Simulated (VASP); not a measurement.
Given:

```xyz
5
Lattice="2.1558 1.2446 4.5654 -2.1558 1.2446 4.5654 0.0000 -2.4893 4.5654" Properties=species:S:1:pos:R:3 pbc="T T T"
Li     0.0004    -0.0474     8.1530
Li     0.0685    -0.1073     5.5376
Li     0.0212     0.0947    -0.0228
Ga     0.0061     0.0276     2.6916
Ga    -0.0962     0.0324    11.0329
```

These are LDA (Ceperley-Alder, Perdew-Zunger), VASP's LDA PAW potentials (set 64) (plane waves; VASP) values and carry that method's errors. Settings: 400 eV cut-off, 6×6×6 Γ-centred mesh, Gaussian smearing of 0.14 eV, potentials Li_sv Ga_d.

At this cut-off the stress carries a Pulay error, which pulls relaxed volumes low.

Give the force on each atom (eV/Å).

```tsv
atom	Fx	Fy	Fz
Li1	0.005	0.299	0.069
Li2	-0.393	0.513	-0.085
Li3	0.013	-0.392	0.090
Ga4	-0.399	-0.188	0.295
Ga5	0.774	-0.232	-0.370
```

Give the stress tensor in GPa (positive for a compressed cell).

```
-5.01  -0.45  -0.09
-0.45  -5.26   0.05
-0.09   0.05  -3.72
```
The pressure is its mean diagonal, -4.67 GPa.

The structure comes from a computed database's Li3Ga2 entry; how it stands against other phases isn't given here. The cell was not relaxed at this level, atoms are displaced from their ideal sites. The electron count is odd and the run is not spin-polarised, which forces a metal.
